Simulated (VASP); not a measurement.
Here is the system:

```yaml
crystal:
  lattice:
    - [-3.76817, 3.76817, 3.76817]
    - [3.76817, -3.76817, 3.76817]
    - [3.76817, 3.76817, -3.76817]
  atoms:
    - { symbol: Al, position: [0.81501, 0.30943, 0.12443] }
    - { symbol: Al, position: [0.18499, 0.69057, 0.87557] }
    - { symbol: Al, position: [0.81501, 0.69057, 0.50558] }
    - { symbol: Al, position: [0.18499, 0.30943, 0.49442] }
    - { symbol: Al, position: [0.12443, 0.81501, 0.30943] }
    - { symbol: Al, position: [0.50558, 0.81501, 0.69057] }
    - { symbol: Al, position: [0.49442, 0.18499, 0.30943] }
    - { symbol: Al, position: [0.87557, 0.18499, 0.69057] }
    - { symbol: Al, position: [0.30943, 0.12443, 0.81501] }
    - { symbol: Al, position: [0.30943, 0.49442, 0.18499] }
    - { symbol: Al, position: [0.69057, 0.87557, 0.18499] }
    - { symbol: Al, position: [0.69057, 0.50558, 0.81501] }
    - { symbol: W, position: [0.00000, 0.00000, 0.00000] }
```

All values below come from PBEsol GGA, VASP's PBE PAW potentials (set 64) (plane waves; VASP). Run with LREAL = Auto, 400 eV cut-off, 7×7×7 Γ-centred mesh, tetrahedra with Blöchl corrections, potentials Al W_sv.

Unless said otherwise, spin-orbit coupling is left out, though it shifts the bands of the heavy elements here.

Task: What does the run give for the energy per atom (σ→0), band gap (on the k-mesh) with the smallest direct gap where there is one?

Result: 
```yaml
band gap (on the k-mesh): none (metal, semimetal or under 0.01 eV)
energy per atom (σ→0): -4.908 eV/atom
```

Only differences to runs with the same potentials and settings are physical.

The compound is Al12W in the sg204 structure. It was relaxed first.
